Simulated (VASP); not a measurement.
Consider the following.

```xyz
6
Lattice="3.2510 0.0000 0.0000 -1.6255 2.8154 0.0000 0.0000 0.0000 13.3940" Properties=species:S:1:pos:R:3 pbc="T T T"
Mo     0.0000     0.0000     3.4806
Mo     0.0000     0.0000     9.9134
Se     1.6255     0.9385    11.6030
Se     0.0000     1.8769     1.7910
S      0.0000     1.8769     4.9984
S      1.6255     0.9385     8.3956
```

Level of theory: r2SCAN meta-GGA, VASP's PBE PAW potentials (set 64) (plane waves; VASP 6.6.1). Settings: 400 eV cut-off, 9×9×2 Γ-centred mesh, tetrahedra with Blöchl corrections, potentials Mo_sv Se S.

Task: Give the energies of bands 17 to 30 at the high-symmetry points, in eV from the valence-band maximum.

Result: 
| band | Γ | M | K | A | L | H |
|---|---|---|---|---|---|---|
| 17 | -3.23 | -4.65 | -4.76 | -3.22 | -4.69 | -4.73 |
| 18 | -3.22 | -4.63 | -4.76 | -3.22 | -4.60 | -4.73 |
| 19 | -3.22 | -3.76 | -4.19 | -2.78 | -3.75 | -4.22 |
| 20 | -1.90 | -3.72 | -4.19 | -2.31 | -3.73 | -4.22 |
| 21 | -1.90 | -2.90 | -3.70 | -1.90 | -2.62 | -3.59 |
| 22 | -1.90 | -2.19 | -3.46 | -1.90 | -2.50 | -3.56 |
| 23 | -1.90 | -1.51 | -2.81 | -1.90 | -1.47 | -2.79 |
| 24 | -1.65 | -1.42 | -2.81 | -1.90 | -1.46 | -2.79 |
| 25 | -0.88 | -1.32 | -0.58 | -0.53 | -1.22 | -0.57 |
| 26 | 0.00 | -1.07 | -0.58 | -0.09 | -1.11 | -0.57 |
| 27 | 2.38 | 1.63 | 1.06 | 2.39 | 1.64 | 1.07 |
| 28 | 2.38 | 1.65 | 1.08 | 2.39 | 1.64 | 1.08 |
| 29 | 2.45 | 2.08 | 2.51 | 2.43 | 2.03 | 2.39 |
| 30 | 2.45 | 2.09 | 2.51 | 2.43 | 2.11 | 2.39 |

The gap is indirect, 1.06 eV, from the valence maximum at Γ to the conduction minimum at K.

The structure comes from a computed database's MoSeS entry (P-3m1); how it stands against other phases isn't given here. It was relaxed first.
